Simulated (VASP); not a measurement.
# CdS (Greenockite): structure and properties in VASP, part 2 of 5

What structure does CdS (Greenockite) take at this level, and what are its properties? Left out of this account: 1 further run (core levels: core levels are not valid at this level). The start is a cell from a database of measured crystal structures.

VASP 6.6.1, plane waves and PAW; the level of theory is named at each step.

So far, gap on the k-mesh (eV): step 2 (relaxing cell and atoms (r2SCAN)) 1.63. The relaxed cell has a = 4.157, c = 6.772 Å (conventional setting).

## 3. Second relaxation

Level of this step: r2SCAN; plane waves and PAW (Cd, S) (VASP).

A relaxation keeps the plane waves of the cell it began with, so it is repeated from the new cell, on a basis made for it. The mesh changes with the cell too.

INCAR

```
SYSTEM = CdS
PREC = Accurate
ENCUT = 400
EDIFF = 1E-06
NELM = 100
ISMEAR = 0
SIGMA = 0.05
LREAL = .FALSE.
ALGO = Normal
METAGGA = R2SCAN
LASPH = .TRUE.
NBANDS = 24
LORBIT = 11
LWAVE = .FALSE.
LCHARG = .FALSE.
KPAR = 4
IBRION = 2
NSW = 60
ISIF = 3
EDIFFG = -0.01
```

POSCAR

```
CdS
1.0
    4.1571786306      0.0000000000      0.0000000000
   -2.0785893153      3.6002223022      0.0000000000
    0.0000000000      0.0000000000      6.7720109940
Cd S
2 2
Direct
    0.6666666667      0.3333333333      0.9995022935
    0.3333333333      0.6666666667      0.4995022935
    0.6666666667      0.3333333333      0.3754977065
    0.3333333333      0.6666666667      0.8754977065
```

KPOINTS

```
Automatic mesh
0
Gamma
5 5 3
0 0 0
```

Potentials, in the order of the species: Cd and S (PBE family, release 64).

Command:

```console
mpirun -np 4 vasp_std
```

Log:

```text
[banner, memory and clock lines left out]
running    4 mpi-ranks, on    1 nodes
 distrk:  each k-point on    1 cores,    4 groups
 distr:  one band on    1 cores,    1 groups

 POSCAR found type information on POSCAR CdS
 POSCAR found :  2 types and       4 ions
 [... a notice as in an earlier step ...]

 LDA part: xc-table for (None), standard interpolation
 POSCAR, INCAR and KPOINTS ok, starting setup
 FFT: planning ... GRIDC
 FFT: planning ... GRID_SOFT
 FFT: planning ... GRID
 WAVECAR not read
 entering main loop
       N       E                     dE             d eps       ncg     rms          rms(c)
DAV:   1     0.159471883157E+03    0.15947E+03   -0.15678E+04   480   0.114E+03
DAV:   2    -0.588360575255E+02   -0.21831E+03   -0.21281E+03   552   0.312E+02
DAV:   3    -0.696472254207E+02   -0.10811E+02   -0.10778E+02   592   0.716E+01
DAV:   4    -0.697459786142E+02   -0.98753E-01   -0.98705E-01   584   0.661E+00
DAV:   5    -0.697476547887E+02   -0.16762E-02   -0.16761E-02   600   0.815E-01    0.106E+01
DAV:   6    -0.593824656713E+02    0.10365E+02   -0.75260E+00   480   0.347E+01    0.125E+01
DAV:   7    -0.593430514267E+02    0.39414E-01   -0.68401E-01   568   0.685E+00    0.941E+00
DAV:   8    -0.593677663850E+02   -0.24715E-01   -0.22881E-01   520   0.523E+00    0.202E+00
DAV:   9    -0.593710343001E+02   -0.32679E-02   -0.45038E-02   584   0.143E+00    0.378E-01
DAV:  10    -0.593708053368E+02    0.22896E-03   -0.34059E-03   536   0.467E-01    0.203E-01
DAV:  11    -0.593709852052E+02   -0.17987E-03   -0.21891E-03   496   0.468E-01    0.124E-01
DAV:  12    -0.593710197969E+02   -0.34592E-04   -0.14029E-04   608   0.151E-01    0.632E-02
DAV:  13    -0.593710348909E+02   -0.15094E-04   -0.88753E-05   528   0.597E-02    0.227E-02
DAV:  14    -0.593710329427E+02    0.19482E-05   -0.49920E-06   584   0.223E-02    0.216E-03
DAV:  15    -0.593710330969E+02   -0.15424E-06   -0.20497E-07   328   0.414E-03
   1 F= -.59371033E+02 E0= -.59371033E+02  d E =-.593710E+02
 curvature:   0.00 expect dE= 0.000E+00 dE for cont linesearch  0.000E+00
 trial: gam= 0.00000 g(F)=  0.927E-05 g(S)=  0.572E-04 ort = 0.000E+00 (trialstep = 0.100E+01)
 search vector abs. value=  0.665E-04
 bond charge predicted
       N       E                     dE             d eps       ncg     rms          rms(c)
DAV:   1    -0.593715478143E+02   -0.51487E-03   -0.14827E-02   504   0.115E+00    0.178E-01
DAV:   2    -0.593711260864E+02    0.42173E-03   -0.12972E-03   544   0.431E-01    0.646E-02
DAV:   3    -0.593710873783E+02    0.38708E-04   -0.10347E-04   544   0.910E-02    0.544E-02
DAV:   4    -0.593710739824E+02    0.13396E-04   -0.15892E-05   568   0.287E-02    0.126E-02
DAV:   5    -0.593710731391E+02    0.84333E-06   -0.26187E-06   504   0.177E-02
   2 F= -.59371073E+02 E0= -.59371073E+02  d E =-.400422E-04
 trial-energy change:   -0.000040  1 .order   -0.000037   -0.000066   -0.000008
 step:   1.1346(harm=  1.1346)  dis= 0.00038  next Energy=   -59.371071 (dE=-0.377E-04)
 reached required accuracy - stopping structural energy minimisation
```

It took 24 s on 4 MPI ranks of Intel Xeon 6975P-C (Granite Rapids), shared host; peak memory 0.78 GiB.

Parts of OUTCAR (step 3):

```text
  LATTYP: Found a hexagonal cell.
 ALAT       =     4.1571786306
 C/A-ratio  =     1.6289920631

 Found     10 irreducible k-points:

   k-points           NKPTS =     10   k-points in BZ     NKDIM =     10   number of bands    NBANDS=     24

   ENCUT  =  400.0 eV  29.40 Ry    5.42 a.u.   6.78  6.78 11.04*2*pi/ulx,y,z

   NELECT =      36.0000    total number of electrons

 E-fermi :   1.1309

 k-point     1 :       0.0000    0.0000    0.0000
  band No.  band energies     occupation
    ...
     14       0.1171      2.00000
     15       0.1171      2.00000
     16       0.8170      2.00000
     17       0.8629      2.00000
     18       0.8629      2.00000
     19       2.4853      0.00000
     20       4.0976      0.00000
     21       7.8551      0.00000
     22       7.8551      0.00000
     23       8.1660      0.00000
    ...

 k-point     2 :       0.2000   -0.0000    0.0000
  band No.  band energies     occupation
    ...
     14      -1.1251      2.00000
     15      -0.5868      2.00000
     16      -0.3077      2.00000
     17       0.5331      2.00000
     18       0.6061      2.00000
     19       3.8626      0.00000
     20       5.1431      0.00000
     21       6.9057      0.00000
     22       7.9572      0.00000
     23       8.3322      0.00000
    ...

  Total       -0.0026903     -0.0026903     -0.0304912      0.0000000      0.0000000      0.0000000
  in kB       -0.0424766     -0.0424766     -0.4814273      0.0000000      0.0000000      0.0000000
  external PRESSURE =      -0.1887935 kB  Pullay stress =       0.0000000 kB

  energy-cutoff  :      400.00
  volume of cell :      101.47
      direct lattice vectors                 reciprocal lattice vectors
     4.159620154  0.000000000  0.000000000     0.240406567  0.138798796  0.000000000
    -2.079810077  3.602336724  0.000000000     0.000000000  0.277597592  0.000000000
     0.000000000  0.000000000  6.771991027     0.000000000 -0.000000000  0.147667059

 POSITION                                       TOTAL-FORCE (eV/Angst)
 -----------------------------------------------------------------------------------
      2.07981      1.20078      6.76829         0.000000     -0.000000     -0.008190
     -0.00000      2.40156      3.38229        -0.000000      0.000000     -0.008190
      2.07981      1.20078      2.54320         0.000000      0.000000      0.008190
     -0.00000      2.40156      5.92920         0.000000      0.000000      0.008190
 -----------------------------------------------------------------------------------
    total drift:                                0.000000      0.000000      0.006597

  FREE ENERGIE OF THE ION-ELECTRON SYSTEM (eV)
  ---------------------------------------------------
  free  energy   TOTEN  =       -59.3710731391 eV

  energy  without entropy=      -59.3710731391  energy(sigma->0) =      -59.37107314

 total charge
# of ion       s       p       d       tot
------------------------------------------
    1        0.400   0.307   9.579  10.286
    2        0.400   0.307   9.579  10.286
    3        1.310   2.425   0.000   3.735
    4        1.310   2.425   0.000   3.735
--------------------------------------------------
tot          3.420   5.464  19.158  28.042

[... 4 parts as in an earlier step ...]

[... 7 further parts left out ...]
```

Little changed from the start: no atom moved by 0.005 Å and no cell edge by 0.1 %.

Numbers from this step:

| Quantity | Value |
| --- | --- |
| irreducible k-points | 10 |
| free energy (TOTEN) | -59.3711 eV |
| Fermi energy | 1.131 eV |
| pressure | -0.01888 GPa |
| SCF cycles over all ionic steps | 20 |
| gap on the k-mesh | 1.622 eV |
| least direct gap on the k-mesh | 1.622 eV |

It ends with a largest force of 0.008 eV/Å and a pressure of -0.02 GPa. The volume moved by only 0.12 %, so the volume is settled.

## 4. Single point with fields (r2SCAN)

The relaxed cell gets a fresh self-consistent run, on a basis set for its own volume, to fix the density and to check the remaining stress.

Edit INCAR of step 3 so:

```diff
@@ -14,7 +14,5 @@
 LWAVE = .FALSE.
-LCHARG = .FALSE.
-KPAR = 4
-IBRION = 2
-NSW = 60
-ISIF = 3
-EDIFFG = -0.01
+LCHARG = .TRUE.
+ISIF = 2
+LELF = .TRUE.
+LVHAR = .TRUE.
```

POSCAR

```
CdS
1.0
    4.1596201544      0.0000000000      0.0000000000
   -2.0798100772      3.6023367239      0.0000000000
    0.0000000000      0.0000000000      6.7719910268
Cd S
2 2
Direct
    0.6666666667      0.3333333333      0.9994529055
    0.3333333333      0.6666666667      0.4994529055
    0.6666666667      0.3333333333      0.3755470945
    0.3333333333      0.6666666667      0.8755470945
```

KPOINTS is that of step 3.

Command:

```console
mpirun -np 4 vasp_std
```

Log:

```text
[banner, memory and clock lines left out]
running    4 mpi-ranks, on    1 nodes
 distrk:  each k-point on    4 cores,    1 groups
 distr:  one band on    1 cores,    4 groups

 POSCAR found type information on POSCAR CdS
 POSCAR found :  2 types and       4 ions
 [... a notice as in an earlier step ...]

 LDA part: xc-table for (None), standard interpolation
 POSCAR, INCAR and KPOINTS ok, starting setup
 FFT: planning ... GRIDC
 FFT: planning ... GRID_SOFT
 FFT: planning ... GRID
 WAVECAR not read
 entering main loop
       N       E                     dE             d eps       ncg     rms          rms(c)
DAV:   1     0.159921292785E+03    0.15992E+03   -0.15771E+04   480   0.115E+03
DAV:   2    -0.588874486668E+02   -0.21881E+03   -0.21415E+03   584   0.310E+02
DAV:   3    -0.696469590202E+02   -0.10760E+02   -0.10725E+02   552   0.720E+01
DAV:   4    -0.697472260033E+02   -0.10027E+00   -0.10022E+00   616   0.677E+00
DAV:   5    -0.697489014668E+02   -0.16755E-02   -0.16754E-02   568   0.828E-01    0.105E+01
DAV:   6    -0.593825215526E+02    0.10366E+02   -0.75257E+00   480   0.347E+01    0.125E+01
DAV:   7    -0.593431132870E+02    0.39408E-01   -0.68182E-01   576   0.684E+00    0.941E+00
DAV:   8    -0.593678683502E+02   -0.24755E-01   -0.23066E-01   512   0.523E+00    0.202E+00
DAV:   9    -0.593712873382E+02   -0.34190E-02   -0.44727E-02   584   0.143E+00    0.378E-01
DAV:  10    -0.593710575013E+02    0.22984E-03   -0.33931E-03   536   0.468E-01    0.202E-01
DAV:  11    -0.593712381075E+02   -0.18061E-03   -0.21593E-03   496   0.462E-01    0.124E-01
DAV:  12    -0.593712725990E+02   -0.34491E-04   -0.13792E-04   608   0.150E-01    0.626E-02
DAV:  13    -0.593712877928E+02   -0.15194E-04   -0.88134E-05   528   0.594E-02    0.223E-02
DAV:  14    -0.593712859422E+02    0.18506E-05   -0.51724E-06   608   0.233E-02    0.232E-03
DAV:  15    -0.593712860614E+02   -0.11912E-06   -0.22346E-07   320   0.439E-03
   1 F= -.59371286E+02 E0= -.59371286E+02  d E =-.254146E-15
```

Elapsed: 12 s, on 4 MPI ranks; peak memory 0.53 GiB.

Parts of OUTCAR (step 4):

```text
  LATTYP: Found a hexagonal cell.
 ALAT       =     4.1596201544
 C/A-ratio  =     1.6280311123

 Found     10 irreducible k-points:

   NELECT =      36.0000    total number of electrons

 E-fermi :   1.1309

 k-point     1 :       0.0000    0.0000    0.0000
  band No.  band energies     occupation
    ...
     14       0.1172      2.00000
     15       0.1172      2.00000
     16       0.8171      2.00000
     17       0.8630      2.00000
     18       0.8630      2.00000
     19       2.4854      0.00000
     20       4.0976      0.00000
     21       7.8551      0.00000
     22       7.8552      0.00000
     23       8.1660      0.00000
    ...

 k-point     2 :       0.2000   -0.0000    0.0000
  band No.  band energies     occupation
    ...
     14      -1.1250      2.00000
     15      -0.5867      2.00000
     16      -0.3076      2.00000
     17       0.5332      2.00000
     18       0.6062      2.00000
     19       3.8626      0.00000
     20       5.1431      0.00000
     21       6.9057      0.00000
     22       7.9572      0.00000
     23       8.3322      0.00000
    ...

  Total       -0.0057248     -0.0057248     -0.0306499      0.0000000      0.0000000      0.0000000
  in kB       -0.0903891     -0.0903891     -0.4839335      0.0000000      0.0000000      0.0000000
  external PRESSURE =      -0.2215706 kB  Pullay stress =       0.0000000 kB

  energy-cutoff  :      400.00
  volume of cell :      101.47
      direct lattice vectors                 reciprocal lattice vectors
     4.159620154  0.000000000  0.000000000     0.240406567  0.138798796  0.000000000
    -2.079810077  3.602336724  0.000000000     0.000000000  0.277597592  0.000000000
     0.000000000  0.000000000  6.771991027     0.000000000  0.000000000  0.147667059

 POSITION                                       TOTAL-FORCE (eV/Angst)
 -----------------------------------------------------------------------------------
      2.07981      1.20078      6.76829        -0.000000      0.000000     -0.008308
     -0.00000      2.40156      3.38229         0.000000     -0.000000     -0.008308
      2.07981      1.20078      2.54320         0.000000     -0.000000      0.008308
     -0.00000      2.40156      5.92920         0.000000     -0.000000      0.008308
 -----------------------------------------------------------------------------------
    total drift:                                0.000000      0.000000      0.006373

  FREE ENERGIE OF THE ION-ELECTRON SYSTEM (eV)
  ---------------------------------------------------
  free  energy   TOTEN  =       -59.3712860614 eV

  energy  without entropy=      -59.3712860614  energy(sigma->0) =      -59.37128606

[... 6 parts as in an earlier step ...]

[... 7 further parts left out ...]
```

This step gave:

| Item | Value |
| --- | --- |
| SCF cycles | 15 |
| free energy (TOTEN) | -59.3713 eV |
| pressure | -0.02216 GPa |

Valence electrons inside each PAW sphere by angular momentum. Sphere charges, by row:

| atom | s (e) | p (e) | d (e) | tot (e) |
| --- | --- | --- | --- | --- |
| Cd1 | 0.4 | 0.307 | 9.579 | 10.29 |
| Cd2 | 0.4 | 0.307 | 9.579 | 10.29 |
| S3 | 1.31 | 2.425 | 0 | 3.735 |
| S4 | 1.31 | 2.425 | 0 | 3.735 |

ELF in the ac plane at fractional y = 0.333, with atoms of Cd and S within 0.2 Å of it. It is the smooth field of the valence electrons, not physical close to the nuclei.

Ten even steps from '_' (0.00) to '@' (0.85), each cell a mean:
```
--**##**==::::::______..::..
++##%%##++::::::......::::::
**##%%%%**==..::------::..::
**######**==....::::::....--
++******++--..............::
--======--::______________..
....::::..__________________
__......__________....______
..............::--====--....
....::......==**##%%####==::
....::....--**%%@@@@@@@@##==
::......::++@@@@@@%%@@@@@@**
--......::**@@@@##++##@@@@%%
==......--##@@@@**--++%%@@%%
==..__..--##@@@@%%**##@@@@%%
--..____--**%%@@@@@@@@@@@@##
::______..==**%%@@@@@@%%##++
__________..--==========--::
__________......::::::::....
..________..::::::..::::::..
..::::::....::::______..--..
::--++==::..::..________::::
```
Columns run along a (4.2 Å), rows up along c (6.8 Å). Atoms in or near the plane, at fractional coordinates: Cd at (0.67, 0.00), S at (0.67, 0.38).

Electrostatic potential energy in the ac plane at fractional y = 0.333, with atoms of Cd and S within 0.2 Å of it. With pseudopotentials it is smooth inside the atoms' cores, unlike the true potential.

Ten even steps from '_' (-65 eV) to '@' (5 eV), each cell a mean:
```
@@@@@@@@@@@@%%##########%%%%
@@@@@@@@@@@@%%##########%%@@
@@@@@@@@@@@@@@%%%%##%%%%@@@@
@@@@@@@@@@@@@@@@@@%%@@@@@@@@
@@@@@@@@@@@@@@@@@@@@@@@@@@@@
@@@@@@@@@@@@@@@@@@@@@@@@@@@@
@@@@@@@@@@@@@@@@@@@@@@@@@@@@
@@@@@@@@@@@@@@@@@@@@@@@@@@@@
@@@@@@@@@@@@@@@@@@@@@@@@@@@@
@@@@@@@@@@@@@@@@@@@@@@@@@@@@
@@@@@@@@@@@@@@@@%%%%%%@@@@@@
@@@@@@@@@@@@@@##--..::**%%@@
@@@@@@@@@@@@%%==______::%%@@
@@@@@@@@@@@@%%--______..##@@
@@@@@@@@@@@@%%++______::%%@@
@@@@@@@@@@@@@@%%==--==##@@@@
@@@@@@@@@@@@@@@@%%%%%%@@@@@@
@@@@@@@@@@@@@@@@@@@@@@@@@@@@
@@@@@@@@@@@@@@%%%%%%%%%%@@@@
@@@@@@@@@@@@%%%%########%%@@
@@@@@@@@@@@@%%##########%%%%
@@@@@@@@@@@@%%############%%
```
Columns run along a (4.2 Å; values clipped at the 3rd and 97th percentile), rows up along c (6.8 Å). Atoms in or near the plane, at fractional coordinates: Cd at (0.67, 0.00), S at (0.67, 0.38).

Valence density in the ac plane at fractional y = 0.333, with atoms of Cd and S within 0.2 Å of it. It is the smooth field of the valence electrons, not physical close to the nuclei.

Values in e/Å³, 22 rows by 14 columns, each cell a mean:
```
0.2 0.2 0.2 0.2 0.2 0.2 0.7 2.1 5.4 7.5 6.1 3.3 0.9 0.3
0.2 0.2 0.2 0.2 0.2 0.2 0.4 1.1 2.8 3.8 3.1 1.7 0.5 0.3
0.2 0.2 0.3 0.2 0.2 0.2 0.2 0.3 0.7 1.0 0.8 0.5 0.2 0.2
0.2 0.2 0.2 0.2 0.2 0.1 0.1 0.1 0.2 0.3 0.2 0.2 0.1 0.1
0.1 0.1 0.1 0.1 0.1 0.1 0.1 0.1 0.1 0.1 0.1 0.1 0.1 0.1
0.1 0.1 0.1 0.1 0.1 0.1 0.0 0.0 0.0 0.0 0.0 0.0 0.0 0.0
0.0 0.1 0.1 0.1 0.1 0.0 0.0 0.0 0.0 0.0 0.0 0.0 0.0 0.0
0.1 0.1 0.1 0.1 0.1 0.0 0.0 0.0 0.0 0.0 0.0 0.0 0.0 0.0
0.1 0.1 0.1 0.1 0.1 0.1 0.1 0.1 0.1 0.1 0.1 0.1 0.1 0.1
0.1 0.1 0.2 0.1 0.1 0.1 0.1 0.2 0.2 0.3 0.3 0.2 0.1 0.1
0.2 0.2 0.2 0.2 0.2 0.2 0.2 0.4 0.5 0.6 0.6 0.4 0.3 0.2
0.2 0.2 0.2 0.2 0.2 0.2 0.5 0.8 1.0 1.0 1.0 0.9 0.5 0.3
0.2 0.1 0.1 0.1 0.2 0.3 0.6 1.0 0.9 0.5 0.8 1.1 0.7 0.4
0.2 0.1 0.1 0.1 0.1 0.3 0.7 1.0 0.7 0.0 0.5 1.0 0.8 0.4
0.1 0.1 0.1 0.1 0.1 0.2 0.5 0.9 1.0 0.7 0.9 1.0 0.6 0.3
0.1 0.0 0.0 0.0 0.1 0.1 0.4 0.7 1.0 1.1 1.1 0.8 0.4 0.2
0.1 0.0 0.0 0.0 0.0 0.1 0.2 0.4 0.6 0.7 0.6 0.5 0.2 0.1
0.0 0.0 0.0 0.0 0.0 0.1 0.1 0.2 0.4 0.4 0.4 0.3 0.2 0.1
0.0 0.0 0.0 0.0 0.0 0.1 0.2 0.3 0.5 0.7 0.6 0.4 0.2 0.1
0.1 0.0 0.0 0.0 0.1 0.1 0.3 0.7 1.7 2.3 1.9 1.0 0.3 0.1
0.1 0.1 0.1 0.1 0.1 0.2 0.6 1.8 4.6 6.3 5.2 2.8 0.7 0.2
0.1 0.1 0.1 0.1 0.1 0.2 0.8 2.5 6.6 9.1 7.4 4.0 1.0 0.3
```
Columns run along a (4.2 Å), rows up along c (6.8 Å). Atoms in or near the plane, at fractional coordinates: Cd at (0.67, 0.00), S at (0.67, 0.38).

In this run the pressure is -0.02 GPa, small enough to go on.

(Continued in part 3 of 5.)

[Lines on the potential files, build, host, timing and source positions are cut from VASP's logs without a mark.]

[Logs are printed without paths, hosts, clocks, repeated set-up lines and the standing remarks that a program may print on its own settings, such as how far it seeks lower states.]

[Hosts, paths, dates, database ids (printed as entryN), source tags and the programs' standing remarks are cut or masked in the printed files.]

[A measured line is paired with the nearest computed mode of its activity, which favours agreement.]
